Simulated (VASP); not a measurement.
These are PBE GGA, VASP's PBE PAW potentials (set 64) (plane waves; VASP) values and carry that method's errors.

VASP ran on this input.

**INCAR**
```
! general
SYSTEM  = Ga33As31
PREC    = Normal
ENCUT   = 400
LREAL   = Auto
LASPH   = T
ISYM    = 0
NELECT  = 252.0

! electronic loop
EDIFF   = 1E-5
NELM    = 100
NELMIN  = 4
ALGO    = Fast
LMAXMIX = 4

! smearing
ISMEAR  = 0
SIGMA   = 0.05

! functional
GGA     = PE

! ions
IBRION  = 2
NSW     = 60
ISIF    = 2
EDIFFG  = -0.03

! output
LWAVE   = F
LCHARG  = F
```

### POSCAR
```
Ga33As31
1
   11.5222104216     0.0000000000     0.0000000000
    0.0000000000    11.5222104216    -0.0000000000
   -0.0000000000    -0.0000000000    11.5222104216
Ga As
33 31
Direct
  0.5000000000   0.0000000000   0.0000000000
  0.7500000000   0.2500000000   0.0000000000
  0.7500000000   0.0000000000   0.2500000000
  0.0000000000   0.0000000000   0.0000000000
  0.2500000000   0.2500000000   0.0000000000
  0.5000000000   0.5000000000   0.0000000000
  0.7500000000   0.7500000000   0.0000000000
  0.2500000000   0.0000000000   0.2500000000
  0.4978500000   0.2461890000   0.2537800000
  0.6254130000   0.3791350000   0.3785160000
  0.7490360000   0.4989270000   0.2513410000
  0.5000000000   0.0000000000   0.5000000000
  0.7523860000   0.2483360000   0.5042320000
  0.7500000000   0.0000000000   0.7500000000
  0.0000000000   0.5000000000   0.0000000000
  0.2500000000   0.7500000000   0.0000000000
  0.0000000000   0.2500000000   0.2500000000
  0.2500000000   0.5000000000   0.2500000000
  0.5000000000   0.7500000000   0.2500000000
  0.0000000000   0.0000000000   0.5000000000
  0.2500000000   0.2500000000   0.5000000000
  0.4995300000   0.4975620000   0.5034130000
  0.7500000000   0.7500000000   0.5000000000
  0.2500000000   0.0000000000   0.7500000000
  0.5000000000   0.2500000000   0.7500000000
  0.7500000000   0.5000000000   0.7500000000
  0.0000000000   0.7500000000   0.2500000000
  0.0000000000   0.5000000000   0.5000000000
  0.2500000000   0.7500000000   0.5000000000
  0.0000000000   0.2500000000   0.7500000000
  0.2500000000   0.5000000000   0.7500000000
  0.5000000000   0.7500000000   0.7500000000
  0.0000000000   0.7500000000   0.7500000000
  0.6250000000   0.1250000000   0.1250000000
  0.8750000000   0.3750000000   0.1250000000
  0.8750000000   0.1250000000   0.3750000000
  0.1250000000   0.1250000000   0.1250000000
  0.3750000000   0.3750000000   0.1250000000
  0.6250000000   0.6250000000   0.1250000000
  0.8750000000   0.8750000000   0.1250000000
  0.3750000000   0.1250000000   0.3750000000
  0.8750000000   0.6250000000   0.3750000000
  0.6250000000   0.1250000000   0.6250000000
  0.8750000000   0.3750000000   0.6250000000
  0.8750000000   0.1250000000   0.8750000000
  0.1250000000   0.6250000000   0.1250000000
  0.3750000000   0.8750000000   0.1250000000
  0.1250000000   0.3750000000   0.3750000000
  0.3750000000   0.6250000000   0.3750000000
  0.6250000000   0.8750000000   0.3750000000
  0.1250000000   0.1250000000   0.6250000000
  0.3750000000   0.3750000000   0.6250000000
  0.6250000000   0.6250000000   0.6250000000
  0.8750000000   0.8750000000   0.6250000000
  0.3750000000   0.1250000000   0.8750000000
  0.6250000000   0.3750000000   0.8750000000
  0.8750000000   0.6250000000   0.8750000000
  0.1250000000   0.8750000000   0.3750000000
  0.1250000000   0.6250000000   0.6250000000
  0.3750000000   0.8750000000   0.6250000000
  0.1250000000   0.3750000000   0.8750000000
  0.3750000000   0.6250000000   0.8750000000
  0.6250000000   0.8750000000   0.8750000000
  0.1250000000   0.8750000000   0.8750000000
```

**KPOINTS**
```
Automatic mesh
0
Gamma
 1 1 1
```

POTCAR, in this order: Ga As (PBE.64 set). Program: vasp_gam.

Output of the run:

OSZICAR:
```
...
       N       E                     dE             d eps       ncg     rms          rms(c)
DAV:   1    -0.260542285816E+03   -0.21372E-02   -0.13507E-01   348   0.656E-01    0.193E-01
RMM:   2    -0.260542271042E+03    0.14774E-04   -0.83551E-03   318   0.158E-01    0.107E-01
RMM:   3    -0.260541913324E+03    0.35772E-03   -0.11624E-03   319   0.646E-02    0.384E-02
RMM:   4    -0.260541919957E+03   -0.66329E-05   -0.25423E-04   342   0.267E-02    0.221E-02
RMM:   5    -0.260541922070E+03   -0.21132E-05   -0.60968E-05   268   0.136E-02
   7 F= -.26054192E+03 E0= -.26051112E+03  d E =-.103041E-01
       N       E                     dE             d eps       ncg     rms          rms(c)
DAV:   1    -0.260545907575E+03   -0.39876E-02   -0.16807E-01   332   0.764E-01    0.184E-01
RMM:   2    -0.260546356134E+03   -0.44856E-03   -0.11584E-02   318   0.195E-01    0.782E-02
RMM:   3    -0.260546418119E+03   -0.61986E-04   -0.16764E-03   328   0.778E-02    0.423E-02
RMM:   4    -0.260546407983E+03    0.10137E-04   -0.28938E-04   333   0.304E-02    0.259E-02
RMM:   5    -0.260546406141E+03    0.18413E-05   -0.11731E-04   320   0.190E-02    0.655E-03
RMM:   6    -0.260546406670E+03   -0.52877E-06   -0.18720E-05   200   0.812E-03
   8 F= -.26054641E+03 E0= -.26051667E+03  d E =-.448460E-02
       N       E                     dE             d eps       ncg     rms          rms(c)
DAV:   1    -0.260546551620E+03   -0.14548E-03   -0.42100E-02   356   0.383E-01    0.915E-02
RMM:   2    -0.260546684632E+03   -0.13301E-03   -0.29779E-03   318   0.988E-02    0.395E-02
RMM:   3    -0.260546703290E+03   -0.18658E-04   -0.43221E-04   330   0.395E-02    0.213E-02
RMM:   4    -0.260546700702E+03    0.25888E-05   -0.71367E-05   278   0.153E-02
   9 F= -.26054670E+03 E0= -.26051748E+03  d E =-.477863E-02
       N       E                     dE             d eps       ncg     rms          rms(c)
DAV:   1    -0.260546745970E+03   -0.42680E-04   -0.44688E-03   348   0.125E-01    0.293E-02
RMM:   2    -0.260546760858E+03   -0.14888E-04   -0.31576E-04   318   0.323E-02    0.120E-02
RMM:   3    -0.260546760629E+03    0.22833E-06   -0.38109E-05   227   0.122E-02    0.653E-03
RMM:   4    -0.260546759966E+03    0.66353E-06   -0.61060E-06   179   0.462E-03
  10 F= -.26054676E+03 E0= -.26051737E+03  d E =-.483790E-02
       N       E                     dE             d eps       ncg     rms          rms(c)
DAV:   1    -0.260548572752E+03   -0.18121E-02   -0.88842E-02   332   0.547E-01    0.135E-01
RMM:   2    -0.260548747437E+03   -0.17468E-03   -0.49632E-03   318   0.128E-01    0.388E-02
RMM:   3    -0.260548814621E+03   -0.67184E-04   -0.80761E-04   338   0.522E-02    0.274E-02
RMM:   4    -0.260548816568E+03   -0.19470E-05   -0.10963E-04   295   0.196E-02    0.173E-02
RMM:   5    -0.260548814604E+03    0.19640E-05   -0.45445E-05   255   0.121E-02
  11 F= -.26054881E+03 E0= -.26052064E+03  d E =-.205464E-02
       N       E                     dE             d eps       ncg     rms          rms(c)
DAV:   1    -0.260549239247E+03   -0.42268E-03   -0.80774E-02   332   0.523E-01    0.126E-01
RMM:   2    -0.260549427567E+03   -0.18832E-03   -0.45488E-03   318   0.122E-01    0.373E-02
RMM:   3    -0.260549494357E+03   -0.66790E-04   -0.76046E-04   339   0.504E-02    0.263E-02
RMM:   4    -0.260549497748E+03   -0.33910E-05   -0.10087E-04   291   0.189E-02    0.167E-02
RMM:   5    -0.260549496749E+03    0.99882E-06   -0.41559E-05   243   0.117E-02
  12 F= -.26054950E+03 E0= -.26052242E+03  d E =-.273678E-02
       N       E                     dE             d eps       ncg     rms          rms(c)
DAV:   1    -0.260550896217E+03   -0.13985E-02   -0.74840E-02   332   0.497E-01    0.118E-01
RMM:   2    -0.260551029225E+03   -0.13301E-03   -0.37764E-03   318   0.110E-01    0.356E-02
RMM:   3    -0.260551069258E+03   -0.40033E-04   -0.62280E-04   333   0.459E-02    0.272E-02
RMM:   4    -0.260551071018E+03   -0.17603E-05   -0.98765E-05   284   0.181E-02
  13 F= -.26055107E+03 E0= -.26052485E+03  d E =-.157427E-02
       N       E                     dE             d eps       ncg     rms          rms(c)
DAV:   1    -0.260551391788E+03   -0.32253E-03   -0.19573E-02   364   0.255E-01    0.607E-02
RMM:   2    -0.260551429020E+03   -0.37232E-04   -0.97193E-04   318   0.560E-02    0.194E-02
RMM:   3    -0.260551440233E+03   -0.11213E-04   -0.16618E-04   314   0.237E-02    0.149E-02
RMM:   4    -0.260551441445E+03   -0.12120E-05   -0.26122E-05   216   0.944E-03
  14 F= -.26055144E+03 E0= -.26052568E+03  d E =-.194470E-02
       N       E                     dE             d eps       ncg     rms          rms(c)
DAV:   1    -0.260551422112E+03    0.18121E-04   -0.79490E-02   332   0.513E-01    0.117E-01
RMM:   2    -0.260551585770E+03   -0.16366E-03   -0.39463E-03   318   0.112E-01    0.359E-02
RMM:   3    -0.260551636120E+03   -0.50350E-04   -0.66756E-04   336   0.471E-02    0.269E-02
RMM:   4    -0.260551638921E+03   -0.28006E-05   -0.98159E-05   287   0.183E-02
  15 F= -.26055164E+03 E0= -.26052681E+03  d E =-.214217E-02
       N       E                     dE             d eps       ncg     rms          rms(c)
DAV:   1    -0.260552878603E+03   -0.12425E-02   -0.98293E-02   332   0.572E-01    0.135E-01
RMM:   2    -0.260552982255E+03   -0.10365E-03   -0.45969E-03   318   0.125E-01    0.416E-02
RMM:   3    -0.260553038677E+03   -0.56422E-04   -0.76101E-04   333   0.516E-02    0.301E-02
RMM:   4    -0.260553041587E+03   -0.29099E-05   -0.11425E-04   318   0.201E-02    0.186E-02
RMM:   5    -0.260553040218E+03    0.13688E-05   -0.34995E-05   225   0.115E-02
  16 F= -.26055304E+03 E0= -.26052899E+03  d E =-.140130E-02
       N       E                     dE             d eps       ncg     rms          rms(c)
DAV:   1    -0.260553172424E+03   -0.13084E-03   -0.43942E-02   332   0.383E-01    0.886E-02
RMM:   2    -0.260553232997E+03   -0.60573E-04   -0.20784E-03   318   0.838E-02    0.274E-02
RMM:   3    -0.260553261210E+03   -0.28213E-04   -0.35068E-04   337   0.348E-02    0.199E-02
RMM:   4    -0.260553262833E+03   -0.16228E-05   -0.48151E-05   246   0.134E-02
  17 F= -.26055326E+03 E0= -.26052972E+03  d E =-.162391E-02
       N       E                     dE             d eps       ncg     rms          rms(c)
DAV:   1    -0.260554218544E+03   -0.95733E-03   -0.75319E-02   332   0.502E-01    0.122E-01
RMM:   2    -0.260554329814E+03   -0.11127E-03   -0.39748E-03   318   0.115E-01    0.351E-02
RMM:   3    -0.260554376603E+03   -0.46789E-04   -0.63250E-04   335   0.472E-02    0.256E-02
RMM:   4    -0.260554378981E+03   -0.23779E-05   -0.91533E-05   291   0.180E-02
  18 F= -.26055438E+03 E0= -.26053130E+03  d E =-.111615E-02
       N       E                     dE             d eps       ncg     rms          rms(c)
DAV:   1    -0.260554435349E+03   -0.58746E-04   -0.75243E-03   356   0.159E-01    0.391E-02
RMM:   2    -0.260554445772E+03   -0.10423E-04   -0.38904E-04   318   0.363E-02    0.125E-02
RMM:   3    -0.260554450753E+03   -0.49810E-05   -0.64692E-05   261   0.151E-02    0.940E-03
RMM:   4    -0.260554451438E+03   -0.68519E-06   -0.94129E-06   192   0.584E-03
  19 F= -.26055445E+03 E0= -.26053154E+03  d E =-.118861E-02
       N       E                     dE             d eps       ncg     rms          rms(c)
DAV:   1    -0.260555140604E+03   -0.68985E-03   -0.50011E-02   332   0.410E-01    0.976E-02
RMM:   2    -0.260555185016E+03   -0.44411E-04   -0.25701E-03   318   0.924E-02    0.277E-02
RMM:   3    -0.260555214217E+03   -0.29201E-04   -0.42513E-04   336   0.381E-02    0.206E-02
RMM:   4    -0.260555215776E+03   -0.15592E-05   -0.57072E-05   251   0.146E-02
  20 F= -.26055522E+03 E0= -.26053270E+03  d E =-.764337E-03
```

OUTCAR:
```
------------------------ aborting loop because EDIFF is reached ----------------------------------------
  FORCE on cell =-STRESS in cart. coord.  units (eV):
  Direction    XX          YY          ZZ          XY          YZ          ZX
  --------------------------------------------------------------------------------------
  Total       -7.8413808    -11.4626146     -7.9337499      0.8742345     -0.7705413     -4.3841404
  in kB       -8.2128847    -12.0056829     -8.3096299      0.9156534     -0.8070475     -4.5918493
  external PRESSURE =      -9.5093991 kB  Pullay stress =       0.0000000 kB
  volume of cell :     1529.70
      direct lattice vectors                 reciprocal lattice vectors
    11.522210422  0.000000000  0.000000000     0.086788903  0.000000000  0.000000000
     0.000000000 11.522210422  0.000000000     0.000000000  0.086788903  0.000000000
     0.000000000  0.000000000 11.522210422     0.000000000  0.000000000  0.086788903
  FREE ENERGIE OF THE ION-ELECTRON SYSTEM (eV)
  ---------------------------------------------------
  free  energy   TOTEN  =      -260.5552157757 eV

  energy  without entropy=     -260.5101870373  energy(sigma->0) =     -260.53270141

 reached required accuracy - stopping structural energy minimisation
```
(Selected blocks of OUTCAR.)

File CONTCAR:
```
Ga33As31
   1.00000000000000
    11.5222104216000005    0.0000000000000000    0.0000000000000000
     0.0000000000000000   11.5222104216000005    0.0000000000000000
     0.0000000000000000    0.0000000000000000   11.5222104216000005
  Ga              As
    33    31
Direct
     0.4976773885783726    0.9989999005471910    0.0003765672369860
     0.7510150621264796    0.2517191627868279    0.9995451012826326
     0.7492902552418781    0.9993426238100417    0.2510181941077071
     0.0002212416731608    0.9988037966437774    0.9999688352798958
     0.2493738650653310    0.2469760368904996    0.9998457874503814
     0.5017915843883244    0.5009900095686729    0.9998930186398294
     0.7518849794475643    0.7506995620008439    0.9996547501684634
     0.2497750944799196    0.9987063746970741    0.2482427565459350
     0.4939608939493461    0.2446453405180850    0.2458966793889862
     0.6260028001676581    0.3857074967052825    0.3737343550515781
     0.7551095357497887    0.4967689116350708    0.2456666137758573
     0.5008030309247365    0.9986717562614558    0.4996944583484446
     0.7539928255309993    0.2450745167490525    0.5053778908139349
     0.7520642360397056    0.9989417575562061    0.7504308301097529
     0.0024189093415300    0.5018777599639969    0.9979038048768066
     0.2501212970927297    0.7498613850714350    0.0004822280048703
     0.0009973790432538    0.2515568494335098    0.2493617633838660
     0.2492408732736702    0.5007265741776917    0.2516390389457443
     0.5017864103410762    0.7483366337439434    0.2512464428756839
     0.9995948983470996    0.9990845235888496    0.5026841507445524
     0.2479202382147039    0.2507602478611794    0.5010481622507554
     0.4943124168661903    0.4950985723311024    0.5054970034945928
     0.7490970831062601    0.7482635378291076    0.4985460731719318
     0.2493203071590810    0.9986351034212990    0.7509596102212579
     0.4996121919142879    0.2507334896484615    0.7522901924578546
     0.7486549656985796    0.5006493568433930    0.7507479404524300
     0.0008709231587422    0.7508787542968076    0.2483236598809341
     0.0005487954047119    0.5009746528100747    0.4986728641645226
     0.2499574425731917    0.7500159356901713    0.5025104810846033
     0.0001048664229496    0.2469547305503464    0.7506676324243987
     0.2479965644138871    0.5018799738382852    0.7524233920839605
     0.4978522067928727    0.7499114330064691    0.7503058314258060
     0.9998441522433226    0.7500330839529992    0.7503462130172518
     0.6264813966153041    0.1258835044418301    0.1251417463629149
     0.8798257016325586    0.3753245684333389    0.1207156761688313
     0.8750800571794510    0.1258924785699994    0.3736853455049311
     0.1249855703668530    0.1245179457128836    0.1252991725245485
     0.3746669080084415    0.3771793148597316    0.1248505549141658
     0.6261400608922162    0.6256726440916951    0.1243700750655361
     0.8750135469431124    0.8757226815798810    0.1252028952426120
     0.3742619356831327    0.1250507233586157    0.3771396448606032
     0.8761374738276976    0.6258185802063263    0.3742278768664598
     0.6234480342708805    0.1252062906576089    0.6257242422028497
     0.8751229786019640    0.3769776881233913    0.6251637084807505
     0.8748566922261075    0.1246338530404983    0.8752885667413293
     0.1254273816941528    0.6257209840187719    0.1248843682429681
     0.3757859295254233    0.8740965743236381    0.1260029437980489
     0.1248704342569429    0.3752007412006430    0.3751828060100696
     0.3749779704797200    0.6249825573589801    0.3756426310445040
     0.6251968410826896    0.8746265913936847    0.3751396979902626
     0.1246093873371317    0.1243434261734261    0.6253865861403538
     0.3703014868655270    0.3735070778787307    0.6300417400278713
     0.6244759237698880    0.6247640011093618    0.6249811995464818
     0.8741913027942960    0.8741010361765773    0.6245384010944872
     0.3748926111150558    0.1244060987777055    0.8754448236105598
     0.6251502308049415    0.3752277269331275    0.8753787722476042
     0.8752599031405479    0.6257268670009117    0.8747680071844814
     0.1251935261900375    0.8759626266035466    0.3754908307680956
     0.1246885084607259    0.6256178811210226    0.6254673704628366
     0.3750299999080431    0.8755257856264886    0.6253318545534390
     0.1251260252107491    0.3751560488020271    0.8749043821089364
     0.3749403276324531    0.6255551758578614    0.8755930155424682
     0.6249149652705703    0.8758873059120164    0.8749057419524764
     0.1249471734419810    0.8745803762264808    0.8753849995763127
```

The cell is charged, with a uniform compensating background. The supercell is sampled at Γ alone, which is coarse: total energies, pressure and levels can be off, energies of defects by several tenths of an eV.

The cell is a supercell with a defect, built from GaAs (zinc blende): Ga_As, charge +2. The run is not spin-polarised, so no state with unpaired spins was tried.
